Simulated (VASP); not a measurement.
```yaml
crystal:
  lattice:
    - [3.89100, 0.00000, 0.00000]
    - [0.00000, 3.89100, 0.00000]
    - [0.00000, 0.00000, 3.89100]
  atoms:
    - { symbol: Cu, position: [0.00000, 0.00000, 0.00000] }
    - { symbol: Al, position: [0.50000, 0.50000, 0.00000] }
    - { symbol: Al, position: [0.50000, 0.00000, 0.50000] }
    - { symbol: Al, position: [0.00000, 0.50000, 0.50000] }
```

All values below come from PBEsol GGA, VASP's PBE PAW potentials (set 64) (plane waves; VASP). Settings: 400 eV cut-off, 11×11×11 Γ-centred mesh, tetrahedra with Blöchl corrections, potentials Cu Al.

**Question.** Tabulate the total density of states (states/eV per cell) against energy (eV; zero at the valence-band maximum or, without a gap, the Fermi level).

**Answer.** 
```csv
E (eV),DOS (states/eV)
-9.98,0.49
-9.63,0.55
-9.28,0.77
-8.93,0.69
-8.58,0.61
-8.23,0.75
-7.88,0.79
-7.54,0.89
-7.19,0.85
-6.84,0.99
-6.60,1.12
-6.25,1.06
-5.91,1.25
-5.55,1.47
-5.21,1.58
-4.86,1.95
-4.51,2.69
-4.16,5.78
-3.81,7.49
-3.46,9.87
-3.11,3.30
-2.76,1.85
-2.41,1.67
-2.06,1.34
-1.71,1.76
-1.36,1.59
-1.01,1.36
-0.66,1.40
-0.31,1.50
0.04,1.46
0.27,1.46
0.62,1.53
0.97,1.43
1.32,1.60
1.67,1.50
2.02,1.48
2.37,2.06
2.72,1.56
3.07,1.54
3.42,1.80
```
Within 2 eV below the Fermi level the largest weight inside VASP's projection spheres is Cu d, then Al p.

The structure was generated: Al3Cu was put into an ordered model structure (Pm-3m), which need not be its known phase. It was relaxed first.
